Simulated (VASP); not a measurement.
```
CELL_PARAMETERS angstrom
      1.53581    -2.66010     0.00000
      1.53581     2.66010     0.00000
      0.00000     0.00000     3.47338
ATOMIC_POSITIONS crystal
  Mg 0.00000 0.00000 0.00000
  B  0.33333 0.66667 0.50000
  B  0.66667 0.33333 0.50000
```

Method: PBEsol GGA, VASP's PBE PAW potentials (set 64) (plane waves; VASP 6.6.1). Run with 600 eV cut-off, 10×10×8 Γ-centred mesh, first-order Methfessel-Paxton smearing of 0.10 eV, potentials Mg B.

Energy and stress use the plane-wave basis of the starting cell.

Task: The ions, cell shape and volume at an external pressure of 10.0 GPa are relaxed. Which structure does the run end with?

Result: 
```
CELL_PARAMETERS angstrom
      1.51185    -2.61860     0.00000
      1.51185     2.61860     0.00000
      0.00000     0.00000     3.37650
ATOMIC_POSITIONS crystal
  Mg 0.00000 0.00000 0.00000
  B  0.33333 0.66667 0.50000
  B  0.66667 0.33333 0.50000
```
Space group P6/mmm (191), at a tolerance of 0.03 Å.

Task: How do energy and volume change from the first to the last step?

Result: The energy (σ→0) changes by +16.6 meV/atom and the volume by -5.8 %, in 5 ionic steps.

The compound is MgB2 in the AlB2 type structure. This run relaxes it under an external pressure of 10 GPa. Symmetry was kept, so distortions that lower it aren't found.
